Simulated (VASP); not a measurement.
VASP ran on this input.

**POSCAR**
```
HfB2
1
    3.1796700000     0.0000000000     0.0000000000
   -1.5898350000     2.7536750000     0.0000000000
    0.0000000000     0.0000000000     3.5313980000
Hf B
1 2
Direct
  0.0000000000   0.0000000000   0.0000000000
  0.3333330000   0.6666670000   0.5000000000
  0.6666670000   0.3333330000   0.5000000000
```

INCAR:
```
SYSTEM = HfB2
PREC = Accurate
ENCUT = 400
EDIFF = 1E-6
NELM = 100
ALGO = Normal
LREAL = .FALSE.
LASPH = .TRUE.
ISMEAR = -1
SIGMA = 0.1
GGA = PE
LMAXMIX = 6
LWAVE = .FALSE.
LCHARG = .FALSE.
ISIF = 2
```

**KPOINTS**
```
kpoints
0
G
 8 8 6
```

POTCAR, in this order: Hf_pv B (PBE.64 set). Program: vasp_std.

**Question.** Translate this PBE calculation to Ansatz.

**Answer.** One equivalent input (not run):
Ansatz 0.2 input:
```yaml
crystal:
  lattice:
    - [3.1796700, 0.0000000, 0.0000000]
    - [-1.5898350, 2.7536750, 0.0000000]
    - [0.0000000, 0.0000000, 3.5313980]
  atoms:
    - { symbol: Hf, position: [0.0000000, 0.0000000, 0.0000000] }
    - { symbol: B, position: [0.3333330, 0.6666670, 0.5000000] }
    - { symbol: B, position: [0.6666670, 0.3333330, 0.5000000] }
kpoints:
  mp_grid: { grid: [8, 8, 6] }
hamiltonian:
  xc: pbe
  pseudopotentials: { kind: paw }
scf:
  occupations: { method: fermi_dirac, width: 0.1 }
  max_iter: 100
output: { forces: true, stress: true, eigenvalues: true }
```
The two are equivalent in intent, not identical: each code has its own PAW files, so the cut-off isn't converted (ENCUT is set for VASP's; basis.ecutwfc is left out, and Ansatz then takes the one that its files recommend); Ansatz stops its SCF on the density residual and VASP on the energy change (EDIFF).

The structure comes from a computed database's HfB2 entry; how it stands against other phases isn't given here. The cell was not relaxed at this level.
